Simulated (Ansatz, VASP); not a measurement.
# Cross-check of TiSnSe3 (perovskite type (invented)) between VASP and Ansatz, part 2 of 2

One calculation is typed for both programs; each brings its own data sets. How far apart do they land? The cell is generated by rule, not measured, and may not be a known phase. The cell is taken from a series of runs on this material, whose earlier steps may have relaxed, scaled, displaced or heated it; both programs get it as it stands.

VASP 6.6.1 and Ansatz 0.2.0.

So far: Starting point; VASP: relaxation of cell and atoms, PBE.

**3. Ansatz: relaxation of cell and atoms, PBE**

Level of this step: Ansatz beside VASP: Kohn-Sham DFT, plane waves, PBE (Ansatz).

Ansatz runs on its default PAW (the set named soft_2) files.

The same cell, functional, mesh and smearing now go to Ansatz, which takes its cutoff from its data sets.

The input, input.yaml:

```yaml
crystal:
  lattice:
    - [4.9907470727, 0.0, 0.0]
    - [0.0, 4.9907470727, 0.0]
    - [0.0, 0.0, 4.9907470727]
  atoms:
    - { symbol: Sn, position: [0.0, 0.0, 0.0] }
    - { symbol: Ti, position: [0.5, 0.5, 0.5] }
    - { symbol: Se, position: [0.5, 0.5, 0.0] }
    - { symbol: Se, position: [0.5, 0.0, 0.5] }
    - { symbol: Se, position: [0.0, 0.5, 0.5] }
kpoints:
  mp_grid: { grid: [8, 8, 8] }
hamiltonian:
  xc: pbe
scf:
  occupations: { method: gaussian, width: 0.1 }
output:
  forces: true
  stress: true
  eigenvalues: true
relax:
  adjacent_minimum: "off"
  f_tol: 0.005
  max_steps: 80
  cell: { stress_tol: 0.05 }
```

Started as:

```bash
$ ansatz run input.yaml --threads 4 --pin off --max-ram 9216MiB --backend cpu --events-out ev --progress --plain --runs-dir out
```

Numbers of over 12 decimals in the logs are rounded to 6 here.

The program printed:

```text
Engine: ansatz 0.2.0, aarch64-unknown-linux-gnu
Pseudopotentials: kind: paw
Pseudopotential: Sn, paw, valence charge 14, recommended cutoff 420 eV (normal), Sn.paw.azcp
Pseudopotential: Ti, paw, valence charge 12, recommended cutoff 420 eV (normal), Ti.paw.azcp
Pseudopotential: Se, paw, valence charge 16, recommended cutoff 420 eV (normal), Se.paw.azcp
Functional definition: PBE
  parameter kappa = 0.804
  parameter beta = 0.066725
  exchange = pbe_x(kappa = kappa, mu = beta*pi^2/3)
  correlation = pbe_c(beta = beta)
Crystal: 5 atoms, lattice volume = 124.307 Å³
Basis set: ecut = 420 eV, 2469 PW (Γ), exchange–correlation on 72×72×72 points (8 copies of the dense FFT grid, shifted against one another)
Bands: 45, of which v1, the nominal top of the filled ones, is band 37 counted from 1 (36 counted from 0)
Symmetry: 48 space group operations
Space group: Pm-3m (ITA 221), of the structure as read, at distance tolerance 5.0e-5 Å
k-points: 35 of 512
Non-local potential: Sn, projectors of the file, l = 0: 2, l = 1: 2, l = 2: 2, l = 3: 2
Non-local potential: Ti, projectors of the file, l = 0: 3, l = 1: 2, l = 2: 3, l = 3: 1
Non-local potential: Se, projectors of the file, l = 0: 2, l = 1: 2, l = 2: 3, l = 3: 1
PAW form: soft (Blöchl's): semilocal exchange-correlation on the pseudo side does not see the compensation charge
PAW one-centre angular grid: Sn, 590 points (default); XC on 64 Gauss nodes
PAW one-centre angular grid: Ti, 590 points (default); XC on 64 Gauss nodes
PAW one-centre angular grid: Se, 590 points (default); XC on 64 Gauss nodes
Initial density: superposition of atomic densities (neutral atoms: chi_scale 0, normalization atom), corrected by the library's trained network
Initial wavefunctions: pseudopotential atomic-orbital guess
Functional: x = pbe(κ = 0.804, μ = 0.219515), c = pbe(β = 0.066725)
SCF iter   1: F=—  HF=-24933.558093 eV  |F-HF|=—  |Δ(HF+E_count)|=         —  Δρ=8.49e-3  dr2=1.61e-1  ethr=1.77e-3  ⟨swp⟩=6.9  Hψ=6080  notcnv=0
preconditioner: auto → Resta (q_TF=auto, 2.502 Å⁻¹)  ε∞=6.6  [insulator: Δε(μ)=0.104 eV  Ē_g=7.157 eV  σ=0.100 eV  W_gap=0.53  n_scr=26 (ndim 8)  ℏωp=17.0 eV  f_vac=0.009  D(μ)=1.10/eV (n_scr^D=6)  ε∞_Penn≈6.6]
SCF iter   2: F=—  HF=-24933.541487 eV  |F-HF|=—  |Δ(HF+E_count)|=   1.66e-2  Δρ=4.51e-3  dr2=4.89e-2  ethr=2.17e-4  ⟨swp⟩=1.0  Hψ=1855  notcnv=0
preconditioner: auto → Kerker (q_TF=auto, 2.502 Å⁻¹)  [metal: Δε(μ)=0.038 eV  Ē_g=7.121 eV  σ=0.100 eV  W_gap=0.21  n_scr=26 (ndim 8)  ℏωp=17.0 eV  f_vac=0.009  D(μ)=1.71/eV (n_scr^D=6)]
SCF iter   3: F=—  HF=-24933.534341 eV  |F-HF|=—  |Δ(HF+E_count)|=   7.15e-3  Δρ=6.12e-4  dr2=1.04e-3  ethr=6.61e-5  ⟨swp⟩=2.0  Hψ=1682  notcnv=0
SCF iter   4: F=—  HF=-24933.534100 eV  |F-HF|=—  |Δ(HF+E_count)|=   2.41e-4  Δρ=3.90e-4  dr2=4.56e-4  ethr=1.41e-6  ⟨swp⟩=2.0  Hψ=2770  notcnv=0
SCF iter   5: F=—  HF=-24933.534023 eV  |F-HF|=—  |Δ(HF+E_count)|=   7.63e-5  Δρ=1.70e-4  dr2=9.53e-5  ethr=6.16e-7  ⟨swp⟩=1.1  Hψ=1547  notcnv=0
SCF iter   6: F=—  HF=-24933.533951 eV  |F-HF|=—  |Δ(HF+E_count)|=   7.20e-5  Δρ=6.88e-5  dr2=1.25e-5  ethr=1.29e-7  ⟨swp⟩=2.2  Hψ=1831  notcnv=0
SCF iter   7: F=—  HF=-24933.533948 eV  |F-HF|=—  |Δ(HF+E_count)|=   3.29e-6  Δρ=1.02e-5  dr2=1.24e-7  ethr=1.69e-8  ⟨swp⟩=2.6  Hψ=2514  notcnv=0
SCF iter   8: F=-24933.533948 eV  HF=-24933.533948 eV  |F-HF|=7.34e-9  |Δ(HF+E_count)|=   1.20e-9  Δρ=3.58e-6  dr2=2.37e-8  ethr=1.35e-10  ⟨swp⟩=8.6  Hψ=6666  notcnv=0
SCF 1 converged in 8 iterations: F = -24933.533948 eV  dr2 = 2.37e-8
  greatest PAW one-centre occupation: 1.000 electrons in one spin orbital (limit 2), on the Se atom at site 3 (counted from 0), in its partial waves of l = 2
relax step   1: F+E_penalty+E_count = -24933.53394808 eV  Δ(F+E_penalty+E_count) = +0.000e0 eV  max|allowed force component| = 1.917e-29 eV/Å  Δτ_max = 0.0000 Å  P = -0.005 GPa  Ω = 124.307 Å³  (8 SCF iters, dr2 threshold 1.00e-7 eV, accepted)
Initial density: handed on by an earlier stage of this run
Initial wavefunctions: pseudopotential atomic-orbital guess (no wavefunctions were taken with the density)
iter 1 solved again at ethr=7.78e-8 eV; its pass at ethr=3.10e-3 eV (dr2=5.75e-5 eV) is discarded
SCF iter   1: F=—  HF=-24933.533993 eV  |F-HF|=—  |Δ(HF+E_count)|=         —  Δρ=4.46e-6  dr2=3.48e-8  ethr=7.78e-8  ⟨swp⟩=3.3  Hψ=9692  notcnv=0
preconditioner: auto → Kerker (q_TF=auto, 2.502 Å⁻¹)  [metal: Δε(μ)=0.036 eV  Ē_g=7.078 eV  σ=0.100 eV  W_gap=0.20  n_scr=26 (ndim 8)  ℏωp=17.0 eV  f_vac=0.009  D(μ)=2.62/eV (n_scr^D=18)]
SCF iter   2: F=—  HF=-24933.533948 eV  |F-HF|=—  |Δ(HF+E_count)|=   4.44e-5  Δρ=2.37e-6  dr2=9.18e-9  ethr=4.70e-11  ⟨swp⟩=2.9  Hψ=3077  notcnv=0
SCF iter   3: F=—  HF=-24933.533948 eV  |F-HF|=—  |Δ(HF+E_count)|=   2.50e-9  Δρ=1.05e-6  dr2=2.31e-9  ethr=1.24e-11  ⟨swp⟩=2.0  Hψ=1747  notcnv=0
SCF iter   4: F=—  HF=-24933.533948 eV  |F-HF|=—  |Δ(HF+E_count)|=  9.82e-10  Δρ=5.66e-7  dr2=3.55e-10  ethr=3.12e-12  ⟨swp⟩=2.0  Hψ=2025  notcnv=0
SCF iter   5: F=—  HF=-24933.533948 eV  |F-HF|=—  |Δ(HF+E_count)|=  1.09e-10  Δρ=2.80e-7  dr2=1.29e-10  ethr=1.00e-12  ⟨swp⟩=2.0  Hψ=2409  notcnv=0
SCF iter   6: F=-24933.533948 eV  HF=-24933.533948 eV  |F-HF|=1.46e-11  |Δ(HF+E_count)|=  3.64e-12  Δρ=1.28e-7  dr2=1.98e-11  ethr=1.00e-12  ⟨swp⟩=4.1  Hψ=5584  notcnv=0
SCF 2 converged in 6 iterations: F = -24933.533948 eV  dr2 = 1.98e-11
  greatest PAW one-centre occupation: 1.000 electrons in one spin orbital (limit 2), on the Se atom at site 4 (counted from 0), in its partial waves of l = 2
relax step   2: F+E_penalty+E_count = -24933.53394809 eV  Δ(F+E_penalty+E_count) = -1.208e-8 eV  max|allowed force component| = 9.395e-29 eV/Å  Δτ_max = 0.0000 Å  P = -0.005 GPa  Ω = 124.307 Å³  stress off target by 4.73e-3 GPa  SCF on the basis re-selected at this cell (its energy is not comparable with the rows above)  (6 SCF iters)
basis re-selected at this cell: Δ(F+E_penalty+E_count) = -1.208e-8 eV, ΔP = +0.000 GPa vs the last step (what re-selecting the basis moved, of the pressure what is left beyond the Pulay correction that the steps carried, after the strain that the cell walked since its last selection, with what the two solves' SCF thresholds leave and, on support functions, any second-order correction that the steps lacked; it is no m [...]
SCF converged after 6 iterations
Free energy (F): -24933.533948 eV
Harris-Foulkes:  -24933.533948 eV  (|F-HF|=1.46e-11)
Internal energy: -24933.520870 eV  (E = F + TS)
E sigma→0 (E₀):  -24933.527409 eV
Entropy (-TS):   -0.013078 eV (-2.616 meV/atom)
Fermi energy:    9.110544 eV
--- Per-component energies (eV) ---
  E_band       = -1435.512405
  E_kinetic    = 811.212432
  E_local      = -9382.621634  (includes V_loc(G=0)·N_el)
  E_nonlocal   = -1814.869843
  E_hartree    = 4661.215286
  E_xc         = -793.301657
  E_vxc        = -512.786689  (∫ρ·V_xc dr)
  E_paw        = -10911.505030  (= ΣΔE_a)
  E_vpaw       = 141.124462  (= ΣTr[D̂ρ^β])
  E_aug_tail   = -0.001628  (compensation charges beyond the density's cutoff)
  E_ewald      = -7503.648796
  E_smearing   = -0.013078  (= −TS)
  E_closure    = -0.000000  (closes the sum)
  Σ components = -24933.533948   (vs F -24933.533948, Δ=0.00e0)
--- Forces (eV/Å), atoms counted from 1 ---
  atom   1  Sn    -0.00000000     0.00000000     0.00000000
  atom   2  Ti     0.00000000     0.00000000    -0.00000000
  atom   3  Se    -0.00000000    -0.00000000     0.00000000
  atom   4  Se     0.00000000     0.00000000     0.00000000
  atom   5  Se     0.00000000     0.00000000     0.00000000
  max |Σ_I F_I| component: 1.30e-28 eV/Å
--- Stress (GPa, compression-positive) ---
       -0.004732       0.000000      -0.000000
       -0.000000      -0.004732       0.000000
        0.000000       0.000000      -0.004732
  P = ⅓ Tr σ = -0.0047 GPa (-0.047 kbar)
--- Band table (eV; the first three rows and the last of 35) ---
  k-point 0: bands = [... 33 lower, 7.8065, 8.2000, 8.2000, 8.2000, 8.7777, 8.7777, 8.7777, 9.9796, ... 4 higher]
  k-point 1: bands = [... 33 lower, 7.7021, 7.8119, 8.1231, 8.1231, 8.7835, 9.1919, 9.1919, 9.9849, ... 4 higher]
  k-point 2: bands = [... 33 lower, 7.4034, 7.4746, 8.1992, 8.1992, 8.7978, 9.7044, 9.7044, 9.9945, ... 4 higher]
  k-point 34: bands = [... 33 lower, 5.4911, 9.3087, 9.3087, 9.3087, 9.8434, 9.8434, 9.8434, 12.7412, ... 4 higher]
--- Relaxed structure (1 steps of the walk, 1 accepted, 1 SCFs on fresh bases) ---
  F+E_penalty+E_count = -24933.53394809 eV   max|allowed force component| = 9.395e-29 eV/Å   (the final SCF, on the basis selected at the relaxed cell)
  cell:  # Å, volume = 124.3073 Å³
    - [4.9907470727, 0.0, 0.0]
    - [0.0, 4.9907470727, 0.0]
    - [0.0, 0.0, 4.9907470727]
  atoms:
    - { symbol: Sn, position: [0.0, 0.0, 0.0] }
    - { symbol: Ti, position: [0.5, 0.5, 0.5] }
    - { symbol: Se, position: [0.5, 0.5, 0.0] }
    - { symbol: Se, position: [0.5, 0.0, 0.5] }
    - { symbol: Se, position: [0.0, 0.5, 0.5] }
```

The column dr2 measures how far the density is from self-consistency, as an energy; F and HF (Harris–Foulkes) agree once it is small.

**4. Side by side**

Known differences besides the potentials themselves: the data sets hold 74 valence electrons in Ansatz (on its default PAW (the set named soft_2) files) and 44 in VASP; the cutoff is 420 eV in Ansatz and 500 eV in VASP; Ansatz adds a Pulay correction to the stress that steers its cell, VASP none. Total energies have different zeros and are not compared.

The two programs side by side:

```csv
quantity,Ansatz,VASP,difference
volume (Å³),124.31,124.42,-0.09 %
"edge a after relaxation, in the typed setting (Å)",4.991,4.992,-0.03 %
```

**5. What came out**

- difference in volume (relaxation of cell and atoms, PBE): -0.093 %

**Reading.** The difference in volume is -0.093 % (relaxation of cell and atoms, PBE), within the 1.2 % picked in this series as the mark of a large difference, as far as the stopping tolerances let one tell. The data sets hold unlike numbers of valence electrons (74 in Ansatz and 44 in VASP), so part of the differences comes from the potentials. How closely two codes agree says nothing of how well the functional describes the real material.

[Lines on the potential files, build, host, timing and source positions are cut from VASP's logs without a mark.]

[Logs are printed without paths, hosts, clocks, repeated set-up lines and the standing remarks that a program may print on its own settings, such as how far it seeks lower states.]

[Hosts, paths, dates, database ids (printed as entryN), source tags and the programs' standing remarks are cut or masked in the printed files.]
